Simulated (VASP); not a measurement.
Given:

```xyz
2
Lattice="2.7685 0.0000 0.0000 0.0000 2.7685 0.0000 0.0000 0.0000 2.7685" Properties=species:S:1:pos:R:3 pbc="T T T"
Cr     0.0000     0.0000     0.0000
Cr     1.3843     1.3843     1.3843
```

All values below come from rev-vdW-DF2, VASP's PBE PAW potentials (set 64) (plane waves; VASP). Settings: 520 eV cut-off, 13×13×13 Γ-centred mesh, first-order Methfessel-Paxton smearing of 0.10 eV, potentials Cr_pv.

Task: Give the stress tensor in GPa (positive for a compressed cell).

Result: 
```
19.48   0.00   0.00
 0.00  19.48   0.00
 0.00   0.00  19.48
```
The pressure is its mean diagonal, 19.48 GPa.

The compound is Cr in the bcc, AFM order structure. This cell is one point of a volume scan, at 0.94 of the reference volume. The run is not spin-polarised, so no magnetic state was tried.
